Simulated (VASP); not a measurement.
Level of theory: PBE GGA, VASP's PBE PAW potentials (set 64) (plane waves; VASP).

A VASP calculation is set up with these files.

File POSCAR:
```
CoSi2
1.0
  0.0000000000   2.6763430000   2.6763430000
  2.6763430000   0.0000000000   2.6763430000
  2.6763430000   2.6763430000   0.0000000000
Co Si
1 2
direct
  0.0000000000   0.0000000000   0.0000000000
  0.7500000000   0.7500000000   0.7500000000
  0.2500000000   0.2500000000   0.2500000000
```

KPOINTS:
```
Automatic mesh
0
Gamma
8 8 8
0 0 0
```

**INCAR**
```
# general
SYSTEM  = CoSi2
PREC    = Accurate
ENCUT   = 210
LREAL   = .FALSE.
LASPH   = .TRUE.

# electronic loop
EDIFF   = 1E-6
NELM    = 100
ALGO    = Normal
LMAXMIX = 4

# smearing
ISMEAR  = -1
SIGMA   = 0.272

# functional
GGA     = PE

# ions
IBRION  = 2
NSW     = 50
ISIF    = 3
EDIFFG  = -0.01

# output
LWAVE   = .FALSE.
LCHARG  = .FALSE.
```

POTCAR, in this order: Co Si (PBE.64 set). Program: vasp_std.

What VASP printed:

**OUTCAR**
```
 ion  position               nearest neighbor table
   1  0.000  0.000  0.000-   2 2.32   2 2.32   2 2.32   2 2.32   3 2.32   3 2.32   3 2.32   3 2.32
  LATTYP: Found a face centered cubic cell.
 ALAT       =     5.3526860000
 Subroutine PRICEL returns:
 Original cell was already a primitive cell.
 Subroutine GETGRP returns: Found 48 space group operations
The static configuration has the point symmetry O_h .
The dynamic configuration has the point symmetry O_h .
 Subroutine INISYM returns: Found 48 space group operations
 Subroutine IBZKPT returns following result:
 Found     29 irreducible k-points:

 Following reciprocal coordinates:
            Coordinates               Weight
  0.000000  0.000000  0.000000      1.000000
  0.125000  0.000000  0.000000      8.000000
  0.250000  0.000000  0.000000      8.000000
  0.375000  0.000000  0.000000      8.000000
  0.500000  0.000000  0.000000      4.000000
  0.125000  0.125000  0.000000      6.000000
  0.250000  0.125000  0.000000     24.000000
  0.375000  0.125000  0.000000     24.000000
  0.500000  0.125000  0.000000     24.000000
 -0.375000  0.125000  0.000000     24.000000
 -0.250000  0.125000  0.000000     24.000000
 -0.125000  0.125000  0.000000     12.000000
  0.250000  0.250000  0.000000      6.000000
  0.375000  0.250000  0.000000     24.000000
  0.500000  0.250000  0.000000     24.000000
 -0.375000  0.250000  0.000000     24.000000
 -0.250000  0.250000  0.000000     12.000000
  0.375000  0.375000  0.000000      6.000000
  0.500000  0.375000  0.000000     24.000000
 -0.375000  0.375000  0.000000     12.000000
  0.500000  0.500000  0.000000      3.000000
  0.375000  0.250000  0.125000     24.000000
  0.500000  0.250000  0.125000     48.000000
 -0.375000  0.250000  0.125000     24.000000
  0.500000  0.375000  0.125000     24.000000
...
```

File OSZICAR:
```
       N       E                     dE             d eps       ncg     rms          rms(c)
DAV:   1     0.307779537368E+02    0.30778E+02   -0.40230E+03   732   0.600E+02
DAV:   2    -0.193327890655E+02   -0.50111E+02   -0.47122E+02   728   0.163E+02
DAV:   3    -0.208501463405E+02   -0.15174E+01   -0.14750E+01   920   0.312E+01
DAV:   4    -0.208662226827E+02   -0.16076E-01   -0.16058E-01   792   0.333E+00
DAV:   5    -0.208664721088E+02   -0.24943E-03   -0.24933E-03   904   0.384E-01    0.165E+01
DAV:   6    -0.248590930423E+02   -0.39926E+01   -0.46430E+01   768   0.108E+02    0.171E+01
DAV:   7    -0.191784677289E+02    0.56806E+01   -0.17934E+01   852   0.809E+01    0.438E+00
DAV:   8    -0.191925698341E+02   -0.14102E-01   -0.12207E+00   816   0.867E+00    0.213E+00
DAV:   9    -0.191543170141E+02    0.38253E-01   -0.15023E-01   824   0.630E+00    0.472E-01
DAV:  10    -0.191546594228E+02   -0.34241E-03   -0.86925E-03   852   0.123E+00    0.242E-01
DAV:  11    -0.191542340692E+02    0.42535E-03   -0.17195E-03   892   0.681E-01    0.283E-02
DAV:  12    -0.191542582070E+02   -0.24138E-04   -0.78803E-05   748   0.785E-02    0.930E-03
DAV:  13    -0.191542590506E+02   -0.84361E-06   -0.16412E-06   732   0.118E-02
   1 F= -.19154259E+02 E0= -.19014243E+02  d E =-.191543E+02
       N       E                     dE             d eps       ncg     rms          rms(c)
DAV:   1    -0.271043133911E+02   -0.79501E+01   -0.10899E+02   824   0.181E+02    0.309E+01
DAV:   2    -0.346199710730E+02   -0.75157E+01   -0.16257E+02   728   0.239E+02    0.285E+01
DAV:   3    -0.182095619548E+02    0.16410E+02   -0.59603E+01   808   0.164E+02    0.771E+00
DAV:   4    -0.183979543273E+02   -0.18839E+00   -0.37110E+00   772   0.156E+01    0.461E+00
DAV:   5    -0.182986125174E+02    0.99342E-01   -0.11793E-01   872   0.634E+00    0.300E+00
DAV:   6    -0.182690847731E+02    0.29528E-01   -0.43635E-02   752   0.140E+00    0.561E-01
DAV:   7    -0.182690859969E+02   -0.12238E-05   -0.83642E-04   828   0.322E-01    0.368E-01
DAV:   8    -0.182687743394E+02    0.31166E-03   -0.18591E-03   888   0.753E-01    0.112E-01
DAV:   9    -0.182687630799E+02    0.11259E-04   -0.13095E-04   876   0.197E-01    0.148E-02
DAV:  10    -0.182687637569E+02   -0.67704E-06   -0.17578E-06   528   0.138E-02
   2 F= -.18268764E+02 E0= -.18164877E+02  d E =0.885495E+00
       N       E                     dE             d eps       ncg     rms          rms(c)
DAV:   1    -0.240474731706E+02   -0.57787E+01   -0.62110E+01   736   0.132E+02    0.180E+01
DAV:   2    -0.302234376384E+02   -0.61760E+01   -0.94963E+01   976   0.183E+02    0.282E+01
DAV:   3    -0.195691324310E+02    0.10654E+02   -0.47771E+01   816   0.970E+01    0.695E+00
DAV:   4    -0.194141344999E+02    0.15500E+00   -0.15252E+00   780   0.138E+01    0.355E+00
DAV:   5    -0.193241913349E+02    0.89943E-01   -0.38500E-02   796   0.191E+00    0.157E+00
DAV:   6    -0.193043072863E+02    0.19884E-01   -0.38208E-02   896   0.328E+00    0.420E-01
DAV:   7    -0.193043489391E+02   -0.41653E-04   -0.23399E-03   732   0.394E-01    0.144E-01
DAV:   8    -0.193042571882E+02    0.91751E-04   -0.44688E-04   884   0.345E-01    0.522E-02
DAV:   9    -0.193042388846E+02    0.18304E-04   -0.30571E-05   720   0.512E-02    0.158E-02
DAV:  10    -0.193042384825E+02    0.40218E-06   -0.47992E-06   728   0.188E-02
   3 F= -.19304238E+02 E0= -.19176511E+02  d E =-.149979E+00
       N       E                     dE             d eps       ncg     rms          rms(c)
DAV:   1    -0.193074261328E+02   -0.31872E-02   -0.31575E-02   752   0.288E+00    0.489E-01
DAV:   2    -0.193139102576E+02   -0.64841E-02   -0.70730E-02   848   0.466E+00    0.783E-01
DAV:   3    -0.193048168884E+02    0.90934E-02   -0.34892E-02   844   0.334E+00    0.892E-02
DAV:   4    -0.193047349930E+02    0.81895E-04   -0.61752E-04   704   0.200E-01    0.315E-02
DAV:   5    -0.193047253738E+02    0.96192E-05   -0.24652E-05   924   0.771E-02    0.120E-02
DAV:   6    -0.193047233120E+02    0.20618E-05   -0.35256E-06   592   0.273E-02    0.194E-03
DAV:   7    -0.193047231878E+02    0.12421E-06   -0.49066E-07   348   0.104E-02
   4 F= -.19304723E+02 E0= -.19177675E+02  d E =-.150464E+00
```

OUTCAR:
```
------------------------ aborting loop because EDIFF is reached ----------------------------------------
  FORCE on cell =-STRESS in cart. coord.  units (eV):
  Direction    XX          YY          ZZ          XY          YZ          ZX
  --------------------------------------------------------------------------------------
  Total        0.0119538      0.0119538      0.0119538     -0.0000000      0.0000000      0.0000000
  in kB        0.5331792      0.5331792      0.5331792     -0.0000000      0.0000000      0.0000000
  external PRESSURE =       0.5331792 kB  Pullay stress =       0.0000000 kB
  volume of cell :       35.92
      direct lattice vectors                 reciprocal lattice vectors
     0.000000000  2.618814733  2.618814733    -0.190926068  0.190926068  0.190926068
     2.618814733  0.000000000  2.618814733     0.190926068 -0.190926068  0.190926068
     2.618814733  2.618814733 -0.000000000     0.190926068  0.190926068 -0.190926068
 POSITION                                       TOTAL-FORCE (eV/Angst)
 -----------------------------------------------------------------------------------
      2.61881      0.00000      2.61881        -0.000000      0.000000      0.000000
      3.92822      3.92822      3.92822         0.000000      0.000000     -0.000000
      1.30941      1.30941      1.30941        -0.000000     -0.000000      0.000000
 -----------------------------------------------------------------------------------
    total drift:                                0.000000     -0.000000      0.000000
  FREE ENERGIE OF THE ION-ELECTRON SYSTEM (eV)
  ---------------------------------------------------
  free  energy   TOTEN  =       -19.3047231878 eV

  energy  without entropy=      -19.0506276912  energy(sigma->0) =      -19.17767544

 reached required accuracy - stopping structural energy minimisation
```
(Selected blocks of OUTCAR.)

File CONTCAR:
```
CoSi2
   1.00000000000000
     0.0000000000000000    2.6188147332457028    2.6188147332457028
     2.6188147332457028    0.0000000000000000    2.6188147332457028
     2.6188147332457028    2.6188147332457028   -0.0000000000000000
  Co              Si
     1     2
Direct
     0.0000000000000000    1.0000000000000000    0.0000000000000000
     0.7500000000000000    0.7500000000000000    0.7500000000000000
     0.2500000000000000    0.2500000000000000    0.2500000000000000
```

At this cut-off the stress carries a Pulay error, which pulls relaxed volumes low.  Energy and stress use the plane-wave basis of the starting cell.

The structure comes from a computed database's CoSi2 entry; how it stands against other phases isn't given here. This run relaxes it. Symmetry was kept, so distortions that lower it aren't found. The run is one of a series of settings (EDIFFG = -0.01, ENCUT = 210, IBRION = 2, ISIF = 3, ISMEAR = -1, NSW = 50, KPOINTS 8×8×8 Γ-centred mesh against the base run), some of them coarse on purpose. The run is not spin-polarised, so no magnetic state was tried. The electron count is odd and the run is not spin-polarised, which forces a metal.
